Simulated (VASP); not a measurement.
OSZICAR of a VASP run on Se (trig):

OSZICAR:
```
       N       E                     dE             d eps       ncg     rms          rms(c)
DAV:   1     0.924851069228E+02    0.92485E+02   -0.74667E+03   624   0.116E+03
DAV:   2     0.692738368011E+00   -0.91792E+02   -0.88975E+02   872   0.178E+02
DAV:   3    -0.560529709497E+01   -0.62980E+01   -0.62566E+01   714   0.536E+01
DAV:   4    -0.566899470196E+01   -0.63698E-01   -0.63617E-01   754   0.630E+00
DAV:   5    -0.566955677445E+01   -0.56207E-03   -0.56199E-03   739   0.574E-01    0.607E+00
DAV:   6    -0.561048817220E+01    0.59069E-01   -0.45392E-02   669   0.154E+00    0.377E+00
DAV:   7    -0.559508494769E+01    0.15403E-01   -0.88392E-02   674   0.211E+00    0.232E-01
DAV:   8    -0.559427906013E+01    0.80589E-03   -0.11124E-02   659   0.770E-01    0.116E-01
DAV:   9    -0.559436648408E+01   -0.87424E-04   -0.36417E-04   779   0.151E-01    0.402E-02
DAV:  10    -0.559439911781E+01   -0.32634E-04   -0.55372E-05   689   0.705E-02    0.977E-03
DAV:  11    -0.559440040742E+01   -0.12896E-05   -0.77347E-06   754   0.198E-02    0.498E-03
DAV:  12    -0.559439990379E+01    0.50363E-06   -0.15232E-06   372   0.932E-03
   1 F= -.55943999E+01 E0= -.55943999E+01  d E =-.559440E+01
```

Q: Which electronic solver shows in the log?

A: It is blocked Davidson (ALGO = Normal, or the opening steps of other solvers). The INCAR had ALGO = Normal.

Q: Can the final energy be trusted as converged?

A: The calculation finished and met its thresholds. It stopped with EDIFF = 1E-6, NELM = 100, NSW = 60 and EDIFFG = -0.02 after 1 ionic step (optB88-vdW, plane waves, VASP's PBE PAW potentials (set 64)).

The compound is Se in the trig structure. It was relaxed first. The start is the result of an earlier pass.
